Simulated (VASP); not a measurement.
# Si2Ni (space group Fm-3m): computed properties

Level of theory: LDA (Ceperley-Alder, Perdew-Zunger), VASP's LDA PAW potentials (set 64) (plane waves; VASP).

| Item | Result |
|---|---|
| space group | Fm-3m (225) |
| cell | a = 5.358 Å, b = 5.358 Å, c = 5.358 Å, α = 90.00°, β = 90.00°, γ = 90.00° |
| volume per atom | 12.81 Å^3/atom |
| band gap (over mesh and band path) | none (metal, semimetal or under 0.01 eV) |
| Hill bulk modulus | 160 GPa |
| Hill shear modulus | 49.4 GPa |
| Poisson's ratio | 0.360 |
| band gap with spin-orbit coupling | none (metallic) |
| density | 4.96 g/cm³ |
| optical Γ-point spectrum | 312 (×3), 323 (×3) cm⁻¹ |
| C11 | 201 GPa |
| C12 | 139 GPa |
| C44 | 67.1 GPa |

```cif
data_Ni4Si8
_chemical_formula_sum 'Si8 Ni4'
_space_group_name_H-M_alt 'Fm-3m'
_space_group_IT_number 225
_space_group_name_Hall '-F 4 2 3'
_cell_length_a 5.35754
_cell_length_b 5.35754
_cell_length_c 5.35754
_cell_angle_alpha 90.000
_cell_angle_beta 90.000
_cell_angle_gamma 90.000
loop_
_atom_site_label
_atom_site_type_symbol
_atom_site_symmetry_multiplicity
_atom_site_Wyckoff_symbol
_atom_site_fract_x
_atom_site_fract_y
_atom_site_fract_z
_atom_site_occupancy
Si1 Si 8 c 0.25000 0.25000 0.25000 1
Ni1 Ni 4 a 0.00000 0.00000 0.00000 1
```
(The calculation used a cell of 3 atoms; values per cell refer to that cell.)

Finite-difference elastic constants of metals are sensitive to mesh and smearing; shear constants can be off by tens of GPa.

The structure comes from a computed database's Si2Ni entry (Fm-3m); how it stands against other phases isn't given here. It was relaxed first. Symmetry was kept, so distortions that lower it aren't found. The run is not spin-polarised, so no magnetic state was tried.
